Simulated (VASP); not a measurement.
Input of a VASP 6.6.1 run:

Contents of POSCAR:

```
CaH20Cl2O10
1.0
    7.8068320000      0.0000000000      0.0000000000
    0.0000000000      7.8068320000      0.0000000000
    0.0000000000      0.0000000000      7.8068320000
O H Ca Cl
10 20 1 2
Direct
    0.4447386597      0.0193292234      0.0601140130
    0.0436028340      0.3097030908      0.6890246902
    0.1435281302      0.6783801675      1.0329798310
    0.7869261180      0.4324289289      0.9618242073
    0.6143977480      0.3457868698      0.6262463442
    0.2813689343      0.2402126753      0.3985099205
    0.4603019509      0.5924041916      0.1878098568
    0.1618069916      0.9125468564      0.3293269280
    0.7630752141      0.7688522054      0.0447300518
    0.3862514270      0.3326829628      0.8850453039
    0.4413698156      0.1301039910     -0.0031382768
    0.3483487284     -0.0435131690      0.0153327240
    0.0055976611      0.1908328500      0.7120814179
    0.1028458151      0.3100745603      0.5762901008
    0.0338037247      0.6234026811      1.0658869052
    0.1289383453      0.7183195437      0.9188106008
    0.8088043908      0.4095643406      0.8442605144
    0.8003630666      0.3278154314      1.0261909056
    0.5491600178      0.3926688828      0.5281143491
    0.6441665454      0.2363058408      0.5764566216
    0.2986870987      0.3238445505      0.3018894220
    0.2376380073      0.1332166492      0.3542666219
    0.3465426181      0.5963366446      0.1251339852
    0.5303815940      0.5030849902      0.1355735592
    0.0466130179      0.9640914522      0.3419825097
    0.1507653809      0.8449137883      0.2245469097
    0.7431055260      0.8396363595     -0.0596400691
    0.7573366508      0.6536326131      0.0035353649
    0.2721590525      0.3290579328      0.8326552947
    0.4585214592      0.3187848797      0.7823019632
    0.5947739109      0.8821247851      0.2750155249
    0.8148247586      0.1433488001      0.2295041061
    0.6962491315      0.8650499972      0.5999744839
```

The input INCAR.step1:

```
ALGO = Normal
EDIFF = 1E-4
ENCUT = 520
GGA = PE
ISMEAR = -1
LASPH = True
LCHARG = False
LREAL = Auto
LWAVE = True
NBANDS = 74
NELM = 100
PREC = Accurate
SIGMA = 0.05
```

INCAR.step2

```
ALGO = Normal
EDIFF = 1E-6
ENCUT = 520
ISIF = 2
ISMEAR = -1
ISTART = 1
IVDW = 12
LASPH = True
LCHARG = False
LMIXTAU = True
LREAL = Auto
LWAVE = False
METAGGA = R2SCAN
NBANDS = 74
NELM = 100
PREC = Accurate
SIGMA = 0.05
VDW_A1 = 0.49484001
VDW_A2 = 5.73083694
VDW_S6 = 1.0
VDW_S8 = 0.78981345
```

The input KPOINTS:

```
k-points
0
Gamma
  1 1 1
```

Potentials or basis: VASP PAW PBE potentials, release 64 (O, H, Ca_sv, Cl).

Launch:

```sh
$ cat potpaw_PBE.64/O/POTCAR potpaw_PBE.64/H/POTCAR potpaw_PBE.64/Ca_sv/POTCAR potpaw_PBE.64/Cl/POTCAR > POTCAR
$ cp INCAR.step1 INCAR
$ mpirun -np 1 vasp_gam > vasp.out
$ cp INCAR.step2 INCAR
$ mpirun -np 1 vasp_gam > vasp.out
```

(1) Predict the pressure.

(2) What does it give for the band gap on the k mesh?

(3) Predict the dispersion energy per atom.

(4) What does it give for the largest force?

## Answers

(1) -2.1 GPa.

(2) 4.29 eV, direct.

(3) -0.019 eV.

(4) 2.099 eV/Å.

Caveat: the PAW data sets were made with another functional, which shifts forces and pressure a little.
